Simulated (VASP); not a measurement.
Input for VASP

File POSCAR:
```
Os
1
    1.3706562523    -2.3740459120     0.0000000000
    1.3706562523     2.3740459120     0.0000000000
   -0.0000000000    -0.0000000000     4.3168772285
Os
2
Direct
  0.3333330000   0.6666670000   0.2500000000
  0.6666670000   0.3333330000   0.7500000000
```

INCAR:
```
# general
SYSTEM   =  Os
PREC     =  Accurate
ENCUT    =  480   # plane-wave cut-off (eV)
LREAL    =  .FALSE.
LASPH    =  .TRUE.   # aspherical one-centre terms

# electronic loop
EDIFF    =  1E-7
NELM     =  100   # most electronic steps
ALGO     =  Normal   # blocked Davidson
LMAXMIX  =  6
LMIXTAU  =  .TRUE.

# smearing
ISMEAR   =  1   # Methfessel-Paxton
SIGMA    =  0.1

# functional
METAGGA  =  R2SCAN

# ions
IBRION   =  2   # conjugate gradients
NSW      =  40
ISIF     =  3
EDIFFG   =  -0.01   # ionic stop
PSTRESS  =  10   # kbar

# output
LWAVE    =  .FALSE.
LCHARG   =  .FALSE.
```

File KPOINTS:
```
Automatic mesh
0
gamma
14 14 8
```

POTCAR, in this order: Os (PBE.64 set). Program: vasp_std.

### Question
Write an equivalent input for Ansatz.

### Answer
One equivalent input (not run):
Ansatz 0.2 input:
```yaml
crystal:
  lattice:
    - [1.3706563, -2.3740459, 0.0000000]
    - [1.3706563, 2.3740459, 0.0000000]
    - [0.0000000, 0.0000000, 4.3168772]
  atoms:
    - { symbol: Os, position: [0.3333330, 0.6666670, 0.2500000] }
    - { symbol: Os, position: [0.6666670, 0.3333330, 0.7500000] }
kpoints:
  mp_grid: { grid: [14, 14, 8] }
hamiltonian:
  xc: r2scan
  pseudopotentials: { kind: paw }
scf:
  occupations: { method: methfessel_paxton, width: 0.1 }
  max_iter: 100
relax:
  max_steps: 40
  f_tol: 0.01
  cell: { p_target: 1 }
output: { forces: true, stress: true, eigenvalues: true }
```
The two are equivalent in intent, not identical: each code has its own PAW files, so the cut-off isn't converted (ENCUT is set for VASP's; basis.ecutwfc is left out, and Ansatz then takes the one that its files recommend); Ansatz stops its SCF on the density residual and VASP on the energy change (EDIFF).

The compound is Os in the hcp structure. This run relaxes it under an external pressure of 1 GPa. Symmetry was kept, so distortions that lower it aren't found.
